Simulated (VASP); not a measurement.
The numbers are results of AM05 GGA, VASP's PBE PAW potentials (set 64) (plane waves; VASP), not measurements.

A VASP calculation is set up with these files.

INCAR:
```
ALGO = Normal
EDIFF = 1E-6
EDIFFG = -0.01
ENCUT = 520
GGA = AM
IBRION = 2
ISIF = 3
ISMEAR = 1
LASPH = .True.
LCHARG = .False.
LMAXMIX = 4
LREAL = .False.
LWAVE = .False.
NELM = 100
NSW = 60
PREC = Accurate
SIGMA = 0.1
SYSTEM = Zr
```

**KPOINTS**
```
Automatic mesh
0
Gamma
12 12 7
0 0 0
```

### POSCAR
```
Zr
1
    1.5917029734    -2.7569103686     0.0000000000
    1.5917029734     2.7569103686    -0.0000000000
   -0.0000000000    -0.0000000000     5.1266589432
Zr
2
Direct
  0.3333330000   0.6666670000   0.2500000000
  0.6666670000   0.3333330000   0.7500000000
```

POTCAR, in this order: Zr_sv (PBE.64 set). Program: vasp_std.

Q: What will the output report for the number of irreducible k-points (NKPTS), largest plane-wave count, number of space-group operations, FFT grid (NGX, NGY, NGZ)?

A: 
```json
{
 "number of irreducible k-points (NKPTS)": "76",
 "largest_plane_wave_count": "1224",
 "number_of_space_group_operations": "24",
 "FFT grid (NGX, NGY, NGZ)": "24 × 24 × 40"
}
```

The compound is Zr in the hcp structure. It was relaxed first. The start is the result of an earlier pass.
